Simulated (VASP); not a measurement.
Method: PBE GGA, VASP's PBE PAW potentials (set 64) (plane waves; VASP).

A VASP calculation is set up with these files.

INCAR:
```
SYSTEM  =  Te
PREC  =  Accurate; ENCUT  =  480; LREAL  =  .False.
LASPH  =  .True.
EDIFF  =  1E-7; NELM  =  100; ALGO  =  Normal
LMAXMIX  =  4
ISMEAR  =  0; SIGMA  =  0.05
GGA  =  PE
IBRION  =  2; NSW  =  40; ISIF  =  3
EDIFFG  =  -0.01; PSTRESS  =  20
LWAVE  =  .False.; LCHARG  =  .False.
```

**KPOINTS**
```
Automatic
0
Gamma
6 6 4
```

File POSCAR:
```
Te
1.0
  2.1715032841  -3.7611535668   0.0000000000
  2.1715032841   3.7611535668   0.0000000000
  0.0000000000   0.0000000000   5.9751357989
Te
3
Cart
  0.6115089649   1.0591644690   3.9834258576
  3.1199886384   0.0000000000   0.0000000000
  0.6115089649  -1.0591644690   1.9917099413
```

POTCAR, in this order: Te (PBE.64 set). Program: vasp_std.

### Question
What will the output report for the number of irreducible k-points (NKPTS), number of bands (NBANDS), largest plane-wave count, number of space-group operations, FFT grid (NGX, NGY, NGZ)?

### Answer

```yaml
number of irreducible k-points (NKPTS): 24
number of bands (NBANDS): 13
largest_plane_wave_count: 2374
number_of_space_group_operations: 6
FFT grid (NGX, NGY, NGZ): 32 × 32 × 48
```

The compound is Te in the trig structure. It was relaxed first under an external pressure of 2 GPa.
